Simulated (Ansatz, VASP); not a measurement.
# BiAs in VASP and in Ansatz

The input INCAR:

```
SYSTEM = BiAs
PREC = Accurate ; ENCUT = 520
EDIFF = 1E-6 ; ISMEAR = 0
SIGMA = 0.1 ; LREAL = .False.
LASPH = .True. ; NELM = 100
ALGO = Normal ; ISIF = 2
LWAVE = .False. ; LCHARG = .True.
GGA = PE ; LELF = .True.
LVHAR = .True. ; NBANDS = 17
```

File KPOINTS:

```
regular mesh
0
Gamma
  16 16 16
  0 0 0
```

POSCAR

```
BiAs
1.0
    0.0000000000      3.0165952298      3.0165952298
    3.0165952298      0.0000000000      3.0165952298
    3.0165952298      3.0165952298      0.0000000000
Bi As
1 1
Direct
    0.5000000000      0.5000000000      0.5000000000
    0.0000000000      0.0000000000      0.0000000000
```

Input for Ansatz:

```yaml
crystal:
  lattice:
    - [0.0, 3.0165952298, 3.0165952298]
    - [3.0165952298, 0.0, 3.0165952298]
    - [3.0165952298, 3.0165952298, 0.0]
  atoms:
    - { symbol: Bi, position: [0.5, 0.5, 0.5] }
    - { symbol: As, position: [0.0, 0.0, 0.0] }
basis:
  ecutwfc: 420
kpoints:
  mp_grid: { grid: [16, 16, 16] }
  band_path:
    path:
      - [[0.0, 0.0, 0.0], [0.5, 0.0, 0.5], [0.625, 0.25, 0.625]]
      - [[0.375, 0.375, 0.75], [0.0, 0.0, 0.0], [0.5, 0.5, 0.5], [0.5, 0.25, 0.75], [0.5, 0.0, 0.5]]
    npoints: 14
hamiltonian:
  xc: pbe
scf:
  occupations: { method: gaussian, width: 0.1 }
  n_extra_bands: 6
output:
  forces: true
  stress: true
  eigenvalues: true
  populations: true
  dos: { projected: true, de: 0.02, nscf_kmesh: { grid: [20, 20, 20] } }
  bader: true
  write_density: true
  write_potential: true
  elf: true
  volumetric_format: npy
```

The cell was built by a generator and needn't be a form met in nature.

Alike in both runs: task single point; functional PBE; k mesh 16 × 16 × 16; occupations gaussian, width 0.1 eV; no spin polarisation.

|  | VASP | Ansatz |
| --- | --- | --- |
| version | VASP 6.6.1 | Ansatz 0.2.0 |
| potentials or method | VASP PAW PBE potentials, release 64 (Bi_d, As) | scalar-relativistic, plane waves, PAW |
| plane-wave cutoff (eV) | 520 | 420 |
| valence electrons in the cell | 20 | 30 |

|  | VASP | Ansatz | Ansatz less VASP |
| --- | --- | --- | --- |
| gap on the k mesh at the Fermi level (eV) | none | none | - |
| pressure (GPa) | 0.0 | 0.0 | 0.00 |

A gap of «none» marks a metal or a gap that the smearing closes. With one functional, cell and mesh, what is left measures potentials, basis and numerics. The two sets of potentials don't hold the same shells in valence.

Caveats: spin-orbit coupling is left out, which moves the levels of the heavy elements.
